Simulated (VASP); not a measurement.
**Sn2Si6 (ordered alloy cell): computed properties**

Method: PBEsol GGA, VASP's PBE PAW potentials (set 64) (plane waves; VASP).

```
Quantity                                                                                                   Result
----------------------------------  -----------------------------------------------------------------------------
space group                                                                                            R-3m (166)
cell                                a = 8.0829 Å, b = 8.0829 Å, c = 9.8292 Å, α = 90.00°, β = 90.00°, γ = 120.00°
volume per atom                                                                                     23.17 Å³/atom
band gap (over mesh and band path)                                       none (metal, semimetal or under 0.01 eV)
density                                                                                                3.64 g/cm³
```

Space group R-3m, hexagonal axes (No. 166); a = b = 8.083 Å, c = 9.829 Å, α = β = 90.00°, γ = 120.00°

```
atom  site  symmetry       x       y       z
----  ----  --------  ------  ------  ------
Sn      6c        3m  0.0000  0.0000  0.1369
Si     18h        .m  0.0155  0.5078  0.1218
```
(The calculation used a cell of 8 atoms; values per cell refer to that cell.)

Unless said otherwise, spin-orbit coupling is left out, though it shifts the bands of the heavy elements here.

The structure was generated: Sn2Si6 was put into an ordered model structure (R-3m), which need not be its known phase. It was relaxed first. Symmetry was kept, so distortions that lower it aren't found.
